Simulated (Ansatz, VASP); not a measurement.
# One calculation of Ti4BeP, two programs

The input INCAR:

```
SYSTEM = Ti4BeP
PREC = Accurate ; ENCUT = 520
EDIFF = 1E-7 ; ISMEAR = 0
SIGMA = 0.1 ; LREAL = .FALSE.
LASPH = .TRUE. ; NELM = 60
ALGO = Normal ; ISIF = 2
LWAVE = .FALSE. ; LCHARG = .FALSE.
GGA = PE ; NBANDS = 36
```

The input KPOINTS:

```
Automatic mesh
0
G
  6 6 4
  0 0 0
```

POSCAR

```
Ti4BeP
1.0
    3.5396549207      0.0000000000      0.0000000000
    0.0000000000      3.5396549207      0.0000000000
    0.0000000000      0.0000000000      6.1010818059
Ti Be P
4 1 1
Direct
    0.5000000000      0.0000000000      0.0000000000
    0.0000000000      0.5000000000      0.0000000000
    0.0000000000      0.0000000000      0.2770000000
    0.0000000000      0.0000000000      0.7230000000
    0.5000000000      0.5000000000      0.5000000000
    0.0000000000      0.0000000000      0.0000000000
```

Input for Ansatz:

```yaml
crystal:
  lattice:
    - [3.5396549207, 0.0, 0.0]
    - [0.0, 3.5396549207, 0.0]
    - [0.0, 0.0, 6.1010818059]
  atoms:
    - { symbol: Ti, position: [0.5, 0.0, 0.0] }
    - { symbol: Ti, position: [0.0, 0.5, 0.0] }
    - { symbol: Ti, position: [0.0, 0.0, 0.277] }
    - { symbol: Ti, position: [0.0, 0.0, 0.723] }
    - { symbol: Be, position: [0.5, 0.5, 0.5] }
    - { symbol: P, position: [0.0, 0.0, 0.0] }
basis:
  ecutwfc: 420
kpoints:
  mp_grid: { grid: [6, 6, 4] }
hamiltonian:
  xc: pbe
scf:
  occupations: { method: gaussian, width: 0.1 }
  lower_state_search: "off"
output:
  forces: true
  stress: true
  eigenvalues: true
```

Alike in both runs: task single point; functional PBE; k mesh 6 × 6 × 4; occupations gaussian, width 0.1 eV; no spin polarisation.

|  | VASP | Ansatz |
| --- | --- | --- |
| version | VASP 6.6.1 | Ansatz 0.2.0 |
| potentials or method | VASP PAW PBE potentials, release 64 (Ti_sv, Be, P) | scalar-relativistic, plane waves, PAW |
| plane-wave cutoff (eV) | 520 | 420 |
| valence electrons in the cell | 55 | 55 |

|  | VASP | Ansatz | Ansatz less VASP |
| --- | --- | --- | --- |
| gap on the k mesh at the Fermi level (eV) | none | none | - |
| rms of the force components (eV/Å) | 8.513 | 8.537 | +0.0241 |

Atom by atom the forces differ by 0.024 eV/Å (rms over components). A gap of «none» marks a metal or a gap that the smearing closes. The functional is the same, so the differences come from potentials, cutoffs and numerics.

Caveats: forces of over 1 eV/Å show positions far from the minimum, so gaps and moduli don't describe the material at rest.
